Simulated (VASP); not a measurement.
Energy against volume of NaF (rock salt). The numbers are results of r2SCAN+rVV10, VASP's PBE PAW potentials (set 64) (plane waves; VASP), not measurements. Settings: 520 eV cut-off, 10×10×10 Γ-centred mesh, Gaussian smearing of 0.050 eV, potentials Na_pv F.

```tsv
V (Å³/atom)	E (eV/atom)
11.070	-6.03590
11.423	-6.04328
11.777	-6.04583
12.130	-6.04408
```

Question: Fit these four points and predict the energy of the run at 12.483 Å³/atom.

Answer: A cubic in V^(−2/3), the third-order Birch-Murnaghan form, passes through the four points with V0 = 11.80 Å³/atom and B0 = 64 GPa, and gives -6.0385 eV/atom there. The run gave -6.0392 eV/atom, -0.7 meV/atom from the fit; all five points give B0 = 60 GPa.

The compound is NaF in the rock salt structure. It was relaxed first.
